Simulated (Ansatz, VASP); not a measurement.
# Y3F: the dispersion correction in 2 programs

The cell as given:

```cif
data_structure
_symmetry_space_group_name_H-M 'P6/mmm'
_symmetry_Int_Tables_number 191
_cell_length_a 6.2667
_cell_length_b 6.2667
_cell_length_c 3.3620
_cell_angle_alpha 90.000
_cell_angle_beta 90.000
_cell_angle_gamma 120.000
_cell_volume 114.34
loop_
_atom_site_label
_atom_site_type_symbol
_atom_site_symmetry_multiplicity
_atom_site_Wyckoff_symbol
_atom_site_fract_x
_atom_site_fract_y
_atom_site_fract_z
_atom_site_occupancy
Y1 Y 3 f 0.50000 0.00000 0.00000 1
F1 F 1 a 0.00000 0.00000 0.00000 1
```

The cell comes from a database or a generator and needn't be the stable form of this composition.

Kept alike: task relaxation of cell and atoms; functional BLYP; k mesh 4 × 4 × 6; occupations fermi-dirac, width 0.05 eV; no spin polarisation. The mesh is that of the run's cell of 4 atoms. No spin-orbit coupling.

- A: Ansatz, Ansatz PAW, made for PBE, cutoff 420 eV
- B: VASP, PBE PAW files F, Y_sv, 600 eV, made for PBE

| dispersion correction | A: volume (Å³/atom) | B: volume (Å³/atom) |
| --- | --- | --- |
| none | 29.867 | 29.775 |
| D3(BJ) | 26.341 | 26.219 |
| D4 | 28.006 | 27.870 |

Values on potentials made for another functional: all of A; all of B. Values hold for each row's relaxed cell, which stops near the pressure aimed at (zero). Ansatz's stress holds its Pulay term. Programs can differ in the three-body term of D3, and some take D4 from an outside library. For a metal such a mesh leaves the last digits unconverged.

Task: How large is the effect of the dispersion correction, and do the programs agree on it?

Result: From none to D3(BJ) the volume moves by -3.526 in A, -3.556 in B (Å³/atom). Row by row the programs differ by 0.092 to 0.136, and over this span the shifts, as printed, agree within about 1 %. Shifts from none: D3(BJ) -3.526, -3.556; D4 -1.861, -1.905; the programs' shifts differ by up to 0.044.
